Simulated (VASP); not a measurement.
# From one sheet to two: 1T-TiTe2 monolayer, part 8 of 9

What are the lattice, gap and band positions of 1T-TiTe2 monolayer, and what does a second sheet change?

VASP 6.6.1, plane waves and PAW; the level of theory is named at each step.

So far. Step 12 (A rigid stacking): Energy at zero smearing: -131.07906 eV.

### 13. Relaxing the bilayer

Level of this step: r2SCAN with rVV10, no spin polarisation; plane waves and PAW (Ti, Te) (VASP).

The lowest stacking relaxes at the monolayer's lattice.

Input file INCAR:

```
SYSTEM = TiTe2
PREC = Normal
ENCUT = 350
EDIFF = 1E-07
NELM = 120
ISMEAR = 0
SIGMA = 0.03
LREAL = .FALSE.
ALGO = Normal
METAGGA = R2SCAN
LUSE_VDW = .TRUE.
IVDW_NL = 2
BPARAM = 11.95
CPARAM = 0.0093
LASPH = .TRUE.
NBANDS = 22
LORBIT = 11
LWAVE = .FALSE.
LCHARG = .FALSE.
KPAR = 4
IBRION = 2
NSW = 70
ISIF = 2
EDIFFG = -0.004
POTIM = 0.8
MAXMIX = 40
IDIPOL = 3
LDIPOL = .TRUE.
DIPOL = 0.5 0.5 0.5
```

Input file POSCAR:

```
TiTe2
1.0
    3.7482642872      0.0000000000      0.0000000000
   -1.8741321436      3.2460920928      0.0000000000
    0.0000000000      0.0000000000     26.9765032512
Ti Te
2 4
Direct
    0.0000000000      0.0000000000      0.3788158100
    0.0000000000      0.0000000000      0.6211841900
    0.3333333300      0.6666666700      0.3150890200
    0.6666666700      0.3333333300      0.4425425900
    0.3333333300      0.6666666700      0.5574574100
    0.6666666700      0.3333333300      0.6849109800
```

Input file KPOINTS:

```
Automatic mesh
0
Gamma
9 9 1
0 0 0
```

The projector-augmented-wave data sets are Ti and Te (PBE family, release 64).

Command:

```sh
$ mpirun -np 4 vasp_std
```

Log:

```text
[... set-up lines as in an earlier step ...]
 entering main loop
       N       E                     dE             d eps       ncg     rms          rms(c)
Total rVV10 correction in eV:      1.0504403    52.3573931
Total rVV10 correction in eV:      1.0504403    52.3573931
Total rVV10 correction in eV:      1.0504403    52.3573931
Total rVV10 correction in eV:      1.0504403    52.3573931
[... 5 cycles as in an earlier step ...]
Total rVV10 correction in eV:      1.0418148    52.3581547
Total rVV10 correction in eV:      1.0418148    52.3581547
Total rVV10 correction in eV:      1.0418148    52.3581547
Total rVV10 correction in eV:      1.0418148    52.3581547
[... 1 cycle as in an earlier step ...]
Total rVV10 correction in eV:      1.0409212    52.3617911
Total rVV10 correction in eV:      1.0409212    52.3617911
Total rVV10 correction in eV:      1.0409212    52.3617911
Total rVV10 correction in eV:      1.0409212    52.3617911
[... 1 cycle as in an earlier step ...]
Total rVV10 correction in eV:      1.0350155    52.3593019
Total rVV10 correction in eV:      1.0350155    52.3593019
Total rVV10 correction in eV:      1.0350155    52.3593019
Total rVV10 correction in eV:      1.0350155    52.3593019
[... 1 cycle as in an earlier step ...]
Total rVV10 correction in eV:      1.0343189    52.3591369
Total rVV10 correction in eV:      1.0343189    52.3591369
Total rVV10 correction in eV:      1.0343189    52.3591369
Total rVV10 correction in eV:      1.0343189    52.3591369
[... 1 cycle as in an earlier step ...]
Total rVV10 correction in eV:      1.0365337    52.3592248
Total rVV10 correction in eV:      1.0365337    52.3592248
Total rVV10 correction in eV:      1.0365337    52.3592248
Total rVV10 correction in eV:      1.0365337    52.3592248
[... 1 cycle as in an earlier step ...]
Total rVV10 correction in eV:      1.0378796    52.3589674
Total rVV10 correction in eV:      1.0378796    52.3589674
Total rVV10 correction in eV:      1.0378796    52.3589674
Total rVV10 correction in eV:      1.0378796    52.3589674
[... 1 cycle as in an earlier step ...]
Total rVV10 correction in eV:      1.0390701    52.3587772
Total rVV10 correction in eV:      1.0390701    52.3587772
Total rVV10 correction in eV:      1.0390701    52.3587772
Total rVV10 correction in eV:      1.0390701    52.3587772
[... 1 cycle as in an earlier step ...]
Total rVV10 correction in eV:      1.0402807    52.3585236
Total rVV10 correction in eV:      1.0402807    52.3585236
Total rVV10 correction in eV:      1.0402807    52.3585236
Total rVV10 correction in eV:      1.0402807    52.3585236
[... 1 cycle as in an earlier step ...]
Total rVV10 correction in eV:      1.0411802    52.3582555
Total rVV10 correction in eV:      1.0411802    52.3582555
Total rVV10 correction in eV:      1.0411802    52.3582555
Total rVV10 correction in eV:      1.0411802    52.3582555
[... 1 cycle as in an earlier step ...]
Total rVV10 correction in eV:      1.0416863    52.3580338
Total rVV10 correction in eV:      1.0416863    52.3580338
Total rVV10 correction in eV:      1.0416863    52.3580338
Total rVV10 correction in eV:      1.0416863    52.3580338
[... 1 cycle as in an earlier step ...]
Total rVV10 correction in eV:      1.0423599    52.3576416
Total rVV10 correction in eV:      1.0423599    52.3576416
Total rVV10 correction in eV:      1.0423599    52.3576416
Total rVV10 correction in eV:      1.0423599    52.3576416
[... 1 cycle as in an earlier step ...]
Total rVV10 correction in eV:      1.0427079    52.3574554
Total rVV10 correction in eV:      1.0427079    52.3574554
Total rVV10 correction in eV:      1.0427079    52.3574554
Total rVV10 correction in eV:      1.0427079    52.3574554
DAV:  17    -0.131116767719E+03   -0.20054E-03   -0.93252E-05   556   0.599E-02    0.167E-02
Total rVV10 correction in eV:      1.0429900    52.3573907
Total rVV10 correction in eV:      1.0429900    52.3573907
Total rVV10 correction in eV:      1.0429900    52.3573907
Total rVV10 correction in eV:      1.0429900    52.3573907
DAV:  18    -0.131116810174E+03   -0.42455E-04   -0.36347E-05   528   0.376E-02    0.710E-03
Total rVV10 correction in eV:      1.0431475    52.3573907
Total rVV10 correction in eV:      1.0431475    52.3573907
Total rVV10 correction in eV:      1.0431475    52.3573907
Total rVV10 correction in eV:      1.0431475    52.3573907
DAV:  19    -0.131116872801E+03   -0.62627E-04   -0.24404E-05   528   0.279E-02    0.334E-03
Total rVV10 correction in eV:      1.0432024    52.3573907
Total rVV10 correction in eV:      1.0432024    52.3573907
Total rVV10 correction in eV:      1.0432024    52.3573907
Total rVV10 correction in eV:      1.0432024    52.3573907
DAV:  20    -0.131116976088E+03   -0.10329E-03   -0.46483E-05   540   0.251E-02    0.488E-03
Total rVV10 correction in eV:      1.0432054    52.3573907
Total rVV10 correction in eV:      1.0432054    52.3573907
Total rVV10 correction in eV:      1.0432054    52.3573907
Total rVV10 correction in eV:      1.0432054    52.3573907
DAV:  21    -0.131117003409E+03   -0.27321E-04   -0.65919E-06   574   0.121E-02    0.257E-03
Total rVV10 correction in eV:      1.0432013    52.3574055
Total rVV10 correction in eV:      1.0432013    52.3574055
Total rVV10 correction in eV:      1.0432013    52.3574055
Total rVV10 correction in eV:      1.0432013    52.3574055
DAV:  22    -0.131117032475E+03   -0.29066E-04   -0.17024E-06   528   0.864E-03    0.188E-03
Total rVV10 correction in eV:      1.0431986    52.3574054
Total rVV10 correction in eV:      1.0431986    52.3574054
Total rVV10 correction in eV:      1.0431986    52.3574054
Total rVV10 correction in eV:      1.0431986    52.3574054
DAV:  23    -0.131117055601E+03   -0.23125E-04   -0.13904E-06   520   0.724E-03    0.939E-04
Total rVV10 correction in eV:      1.0432007    52.3574004
Total rVV10 correction in eV:      1.0432007    52.3574004
Total rVV10 correction in eV:      1.0432007    52.3574004
Total rVV10 correction in eV:      1.0432007    52.3574004
DAV:  24    -0.131117065987E+03   -0.10386E-04   -0.69273E-07   480   0.539E-03    0.123E-03
Total rVV10 correction in eV:      1.0431992    52.3573960
Total rVV10 correction in eV:      1.0431992    52.3573960
Total rVV10 correction in eV:      1.0431992    52.3573960
Total rVV10 correction in eV:      1.0431992    52.3573960
DAV:  25    -0.131117068332E+03   -0.23455E-05   -0.12032E-07   414   0.259E-03    0.802E-04
Total rVV10 correction in eV:      1.0431977    52.3573937
Total rVV10 correction in eV:      1.0431977    52.3573937
Total rVV10 correction in eV:      1.0431977    52.3573937
Total rVV10 correction in eV:      1.0431977    52.3573937
[...]
Total rVV10 correction in eV:      1.0440885    52.3590112
DAV:   4    -0.131120908328E+03    0.84071E-03   -0.60636E-03   664   0.517E-01    0.120E-01
Total rVV10 correction in eV:      1.0443852    52.3577610
Total rVV10 correction in eV:      1.0443852    52.3577610
Total rVV10 correction in eV:      1.0443852    52.3577610
Total rVV10 correction in eV:      1.0443852    52.3577610
DAV:   5    -0.131121336517E+03   -0.42819E-03   -0.11884E-03   648   0.250E-01    0.554E-02
Total rVV10 correction in eV:      1.0443965    52.3575454
Total rVV10 correction in eV:      1.0443965    52.3575454
Total rVV10 correction in eV:      1.0443965    52.3575454
Total rVV10 correction in eV:      1.0443965    52.3575454
DAV:   6    -0.131121389713E+03   -0.53196E-04   -0.49661E-05   630   0.468E-02    0.447E-02
Total rVV10 correction in eV:      1.0443901    52.3575845
Total rVV10 correction in eV:      1.0443901    52.3575845
Total rVV10 correction in eV:      1.0443901    52.3575845
Total rVV10 correction in eV:      1.0443901    52.3575845
DAV:   7    -0.131121396696E+03   -0.69838E-05   -0.22970E-05   592   0.324E-02    0.305E-02
Total rVV10 correction in eV:      1.0444127    52.3575072
Total rVV10 correction in eV:      1.0444127    52.3575072
Total rVV10 correction in eV:      1.0444127    52.3575072
Total rVV10 correction in eV:      1.0444127    52.3575072
DAV:   8    -0.131121429266E+03   -0.32569E-04   -0.10056E-05   650   0.227E-02    0.184E-02
Total rVV10 correction in eV:      1.0444328    52.3574617
Total rVV10 correction in eV:      1.0444328    52.3574617
Total rVV10 correction in eV:      1.0444328    52.3574617
Total rVV10 correction in eV:      1.0444328    52.3574617
DAV:   9    -0.131121447144E+03   -0.17878E-04   -0.39480E-06   546   0.145E-02    0.856E-03
Total rVV10 correction in eV:      1.0444385    52.3574309
Total rVV10 correction in eV:      1.0444385    52.3574309
Total rVV10 correction in eV:      1.0444385    52.3574309
Total rVV10 correction in eV:      1.0444385    52.3574309
DAV:  10    -0.131121453754E+03   -0.66099E-05   -0.82256E-07   556   0.680E-03    0.451E-03
Total rVV10 correction in eV:      1.0444437    52.3574182
Total rVV10 correction in eV:      1.0444437    52.3574182
Total rVV10 correction in eV:      1.0444437    52.3574182
Total rVV10 correction in eV:      1.0444437    52.3574182
DAV:  11    -0.131121455211E+03   -0.14572E-05   -0.47367E-07   476   0.532E-03    0.257E-03
Total rVV10 correction in eV:      1.0444502    52.3573961
Total rVV10 correction in eV:      1.0444502    52.3573961
Total rVV10 correction in eV:      1.0444502    52.3573961
Total rVV10 correction in eV:      1.0444502    52.3573961
DAV:  12    -0.131121458820E+03   -0.36096E-05   -0.67527E-07   520   0.674E-03    0.106E-03
Total rVV10 correction in eV:      1.0444500    52.3573932
Total rVV10 correction in eV:      1.0444500    52.3573932
Total rVV10 correction in eV:      1.0444500    52.3573932
Total rVV10 correction in eV:      1.0444500    52.3573932
DAV:  13    -0.131121460399E+03   -0.15789E-05   -0.47739E-07   464   0.737E-03    0.103E-03
Total rVV10 correction in eV:      1.0444499    52.3573926
Total rVV10 correction in eV:      1.0444499    52.3573926
Total rVV10 correction in eV:      1.0444499    52.3573926
Total rVV10 correction in eV:      1.0444499    52.3573926
DAV:  14    -0.131121459452E+03    0.94724E-06   -0.37788E-07   464   0.674E-03    0.102E-03
Total rVV10 correction in eV:      1.0444500    52.3573920
Total rVV10 correction in eV:      1.0444500    52.3573920
Total rVV10 correction in eV:      1.0444500    52.3573920
Total rVV10 correction in eV:      1.0444500    52.3573920
DAV:  15    -0.131121459262E+03    0.18981E-06   -0.32918E-08   308   0.183E-03    0.610E-04
Total rVV10 correction in eV:      1.0444500    52.3573920
Total rVV10 correction in eV:      1.0444500    52.3573920
Total rVV10 correction in eV:      1.0444500    52.3573920
Total rVV10 correction in eV:      1.0444500    52.3573920
DAV:  16    -0.131121458930E+03    0.33215E-06   -0.23829E-08   344   0.176E-03    0.263E-04
Total rVV10 correction in eV:      1.0444501    52.3573920
Total rVV10 correction in eV:      1.0444501    52.3573920
Total rVV10 correction in eV:      1.0444501    52.3573920
Total rVV10 correction in eV:      1.0444501    52.3573920
DAV:  17    -0.131121459016E+03   -0.85650E-07   -0.36792E-09   264   0.560E-04
Total rVV10 correction in eV:      1.0444505    52.3573919
Total rVV10 correction in eV:      1.0444505    52.3573919
Total rVV10 correction in eV:      1.0444505    52.3573919
Total rVV10 correction in eV:      1.0444505    52.3573919
Total rVV10 correction in eV:      1.0444502    52.3573920
Total rVV10 correction in eV:      1.0444502    52.3573920
Total rVV10 correction in eV:      1.0444502    52.3573920
Total rVV10 correction in eV:      1.0444502    52.3573920
   2 F= -.13112146E+03 E0= -.13112023E+03  d E =-.438897E-02
[... from here on, the cycles between the ionic steps are left out ...]
   3 F= -.13112152E+03 E0= -.13112029E+03  d E =-.445455E-02
   4 F= -.13112226E+03 E0= -.13112101E+03  d E =-.738863E-03
   5 F= -.13112244E+03 E0= -.13112118E+03  d E =-.913291E-03
   6 F= -.13112245E+03 E0= -.13112120E+03  d E =-.929523E-03
   7 F= -.13112298E+03 E0= -.13112171E+03  d E =-.522648E-03
   8 F= -.13112439E+03 E0= -.13112311E+03  d E =-.193603E-02
   9 F= -.13112652E+03 E0= -.13112518E+03  d E =-.406285E-02
  10 F= -.13112794E+03 E0= -.13112645E+03  d E =-.548842E-02
  11 F= -.13112586E+03 E0= -.13112443E+03  d E =0.208338E-02
  12 F= -.13112802E+03 E0= -.13112654E+03  d E =-.812826E-04
  13 F= -.13112802E+03 E0= -.13112654E+03  d E =-.810243E-04
  14 F= -.13112794E+03 E0= -.13112648E+03  d E =0.814913E-04
  15 F= -.13112804E+03 E0= -.13112656E+03  d E =-.162503E-04
 curvature:  -0.62 expect dE=-0.199E-05 dE for cont linesearch -0.470E-06
 ZBRENT: interpolating
 opt :   1.2287  next Energy=  -131.128040 (dE=-0.167E-04)
 bond charge predicted
       N       E                     dE             d eps       ncg     rms          rms(c)
Total rVV10 correction in eV:      1.0556773    52.3573984
Total rVV10 correction in eV:      1.0556773    52.3573984
Total rVV10 correction in eV:      1.0556773    52.3573984
Total rVV10 correction in eV:      1.0556773    52.3573984
DAV:   1    -0.131128040053E+03   -0.22738E-06   -0.50873E-05   528   0.331E-02    0.393E-03
Total rVV10 correction in eV:      1.0556779    52.3573984
Total rVV10 correction in eV:      1.0556779    52.3573984
Total rVV10 correction in eV:      1.0556779    52.3573984
Total rVV10 correction in eV:      1.0556779    52.3573984
DAV:   2    -0.131128039828E+03    0.22509E-06   -0.22385E-06   660   0.950E-03    0.471E-04
Total rVV10 correction in eV:      1.0556778    52.3573982
Total rVV10 correction in eV:      1.0556778    52.3573982
Total rVV10 correction in eV:      1.0556778    52.3573982
Total rVV10 correction in eV:      1.0556778    52.3573982
DAV:   3    -0.131128039539E+03    0.28864E-06   -0.74544E-08   338   0.244E-03    0.819E-04
Total rVV10 correction in eV:      1.0556777    52.3573982
Total rVV10 correction in eV:      1.0556777    52.3573982
Total rVV10 correction in eV:      1.0556777    52.3573982
Total rVV10 correction in eV:      1.0556777    52.3573982
DAV:   4    -0.131128039560E+03   -0.20875E-07   -0.22210E-08   276   0.141E-03
Total rVV10 correction in eV:      1.0556767    52.3573980
Total rVV10 correction in eV:      1.0556767    52.3573980
Total rVV10 correction in eV:      1.0556767    52.3573980
Total rVV10 correction in eV:      1.0556767    52.3573980
Total rVV10 correction in eV:      1.0556777    52.3573982
Total rVV10 correction in eV:      1.0556777    52.3573982
Total rVV10 correction in eV:      1.0556777    52.3573982
Total rVV10 correction in eV:      1.0556777    52.3573982
  16 F= -.13112804E+03 E0= -.13112656E+03  d E =-.160011E-04
 curvature:  -0.62 expect dE=-0.104E-05 dE for cont linesearch -0.107E-10
 trial: gam= 0.08437 g(F)=  0.167E-05 g(S)=  0.000E+00 ort = 0.186E-07 (trialstep = 0.416E+01)
 search vector abs. value=  0.182E-05
 reached required accuracy - stopping structural energy minimisation
```

The job ended after 25 min (4 MPI ranks of Intel Xeon Platinum 8259CL at 2.50GHz (Skylake/Cascade Lake), shared host; peak memory 1.6 GiB; 1.6 h of CPU time).

Parts of OUTCAR (step 13):

```text
   NELECT =      32.0000    total number of electrons

 E-fermi :   0.1444

 k-point     1 :       0.0000    0.0000    0.0000
  band No.  band energies     occupation
    ...
      8      -1.6581      2.00000
      9      -1.6581      2.00000
     10      -1.6335      2.00000
     11      -1.6335      2.00000
     12      -0.6288      2.00000
     13       0.5462      0.00000
     14       0.5462      0.00000
     15       0.5490      0.00000
     16       0.5490      0.00000
     17       0.6871      0.00000
    ...

  Total        0.4337309      0.4337309     -0.0512591      0.0000000     -0.0000000      0.0000000
  in kB        2.1171627      2.1171627     -0.2502099      0.0000000     -0.0000000      0.0000000
  external PRESSURE =       1.3280385 kB  Pullay stress =       0.0000000 kB

 POSITION                                       TOTAL-FORCE (eV/Angst)
 -----------------------------------------------------------------------------------
      0.00000      0.00000     10.14297        -0.000000     -0.000000      0.003112
      0.00000      0.00000     16.83353         0.000000      0.000000     -0.003112
     -0.00000      2.16406      8.41957         0.000000      0.000000      0.000839
      1.87413      1.08203     11.84635         0.000000     -0.000000     -0.000655
     -0.00000      2.16406     15.13015        -0.000000      0.000000      0.000655
      1.87413      1.08203     18.55693        -0.000000     -0.000000     -0.000839
 -----------------------------------------------------------------------------------
    total drift:                                0.000000      0.000000     -0.000000

  FREE ENERGIE OF THE ION-ELECTRON SYSTEM (eV)
  ---------------------------------------------------
  free  energy   TOTEN  =      -131.1280395602 eV

  energy  without entropy=     -131.1250796446  energy(sigma->0) =     -131.12655960

 vacuum level on the upper side and lower side of the slab         5.187         5.187

[... 10 parts as in an earlier step ...]

[... 9 further parts left out ...]
```

Relaxation path:

```csv
step,energy less that of the first step (eV),largest force (eV/Å)
1,0.0000,0.2180
2,-0.0044,0.0914
3,-0.0045,0.0669
4,-0.0052,0.0385
5,-0.0054,0.0438
6,-0.0054,0.0526
7,-0.0059,0.0503
8,-0.0073,0.0427
9,-0.0094,0.0268
10,-0.0109,0.0266
11,-0.0088,0.1325
12,-0.0110,0.0103
13,-0.0110,0.0102
14,-0.0109,0.0270
15,-0.0110,0.0044
16,-0.0110,0.0031
```

The atoms that moved most (Å):

```csv
atom,dx,dy,dz,length
Te4,0.000,0.000,-0.092,0.092
Te5,0.000,0.000,0.092,0.092
Te6,0.000,0.000,0.080,0.080
Te3,0.000,0.000,-0.080,0.080
Ti1,0.000,0.000,-0.076,0.076
Ti2,0.000,0.000,0.076,0.076
```

Final coordinates:

```xyz
6
Lattice="3.7483 0.0000 0.0000 -1.8741 3.2461 0.0000 0.0000 0.0000 26.9765" Properties=species:S:1:pos:R:3
Ti    0.0000    0.0000   10.1430
Ti    0.0000    0.0000   16.8335
Te    0.0000    2.1641    8.4196
Te    1.8741    1.0820   11.8464
Te    0.0000    2.1641   15.1302
Te    1.8741    1.0820   18.5569
```

Numbers from this step:

```
electronic steps        : 172
free energy (TOTEN)     : -131.1280 eV
energy at zero smearing : -131.1266 eV
Fermi energy            : 0.1444 eV
dipole moment           : 0, 0, 0 e·Å
```

The run ended after 16 ionic steps, 0.011 eV below its first step, once the forces on the free atoms met EDIFFG = -0.004.

(Continued in part 9 of 9.)

[Lines on the potential files, build, host, timing and source positions are cut from VASP's logs without a mark.]

[Logs are printed without paths, hosts, clocks, repeated set-up lines and the standing remarks that a program may print on its own settings, such as how far it seeks lower states.]

[Hosts, paths, dates, database ids (printed as entryN), source tags and the programs' standing remarks are cut or masked in the printed files.]

[Runs that stopped without an error message from VASP are left out.]
